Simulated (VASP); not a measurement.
Here is the system:

```yaml
crystal:
  lattice:
    - [4.09431, 0.00000, 0.00000]
    - [0.00000, 4.09431, 0.00000]
    - [0.00000, 0.00000, 4.09431]
  atoms:
    - { symbol: Ba, position: [0.00000, 0.00000, 0.00000] }
    - { symbol: Ti, position: [0.50000, 0.50000, 0.50000] }
    - { symbol: O, position: [0.50000, 0.00000, 0.50000] }
    - { symbol: O, position: [0.00000, 0.50000, 0.50000] }
    - { symbol: O, position: [0.50000, 0.50000, 0.00000] }
```

All values below come from PBE GGA with D3 dispersion (zero damping), VASP's PBE PAW potentials (set 64) (plane waves; VASP 6.6.1). Run with 520 eV cut-off, 6×6×6 Γ-centred mesh, Gaussian smearing of 0.050 eV, potentials Ba_sv Ti_sv O.

Problem. Give the stress tensor in GPa (positive for a compressed cell).

Solution. 
```
-8.69   0.00   0.00
 0.00  -8.69   0.00
 0.00   0.00  -8.69
```
The pressure is its mean diagonal, -8.69 GPa.

The compound is BaTiO3 in the cubic perovskite structure, the ideal cubic form; the compound distorts at low or room temperature. This cell is one point of a volume scan, at 1.06 of the reference volume.
